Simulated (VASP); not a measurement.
An input for Ansatz (written as the equivalent of a VASP run, and not itself run):

Ansatz 0.2 input:
```yaml
crystal:
  lattice:
    - [0.0000000, 2.6920221, 2.6920221]
    - [2.6920221, 0.0000000, 2.6920221]
    - [2.6920221, 2.6920221, 0.0000000]
  atoms:
    - { symbol: Ba, position: [0.0000000, 0.0000000, 0.0000000] }
    - { symbol: O, position: [0.5000000, 0.5000000, 0.5000000] }
kpoints:
  mp_grid: { grid: [9, 9, 9] }
hamiltonian:
  xc: lda
  pseudopotentials: { kind: paw }
scf:
  occupations: { method: gaussian, width: 0.05 }
  max_iter: 100
relax:
  max_steps: 40
  f_tol: 0.02
  cell: { p_target: 5 }
output: { forces: true, stress: true, eigenvalues: true }
```

Question: Write the VASP files for the same calculation (LDA).

Answer: This is not unique; one that fits is 
File KPOINTS:
```
Automatic
0
gamma
  9 9 9
```

INCAR:
```
SYSTEM = BaO
PREC = Accurate
ENCUT = 620
EDIFF = 1E-6
NELM = 100
ALGO = Normal
LREAL = .FALSE.
LASPH = .TRUE.
ISMEAR = 0
SIGMA = 0.05
LMAXMIX = 4
LWAVE = .FALSE.
LCHARG = .FALSE.
IBRION = 2
ISIF = 3
NSW = 40
EDIFFG = -0.02
PSTRESS = 50
```

**POSCAR**
```
BaO
1.0
  0.0000000000   2.6920221474   2.6920221474
  2.6920221474   0.0000000000   2.6920221474
  2.6920221474   2.6920221474   0.0000000000
Ba O
1 1
Direct
  0.0000000000   0.0000000000   0.0000000000
  0.5000000000   0.5000000000   0.5000000000
```

POTCAR, in this order: Ba_sv O (LDA.64 set). Program: vasp_std.

What does not carry over: each code has its own PAW files, so the cut-off isn't converted (ENCUT is set for VASP's; basis.ecutwfc is left out, and Ansatz then takes the one that its files recommend); Ansatz stops its SCF on the density residual and VASP on the energy change (EDIFF); Ansatz's lda is the Perdew-Wang form, while the LDA potentials of VASP carry Perdew-Zunger's.

The compound is BaO in the rock salt structure. It was relaxed first under an external pressure of 5 GPa.
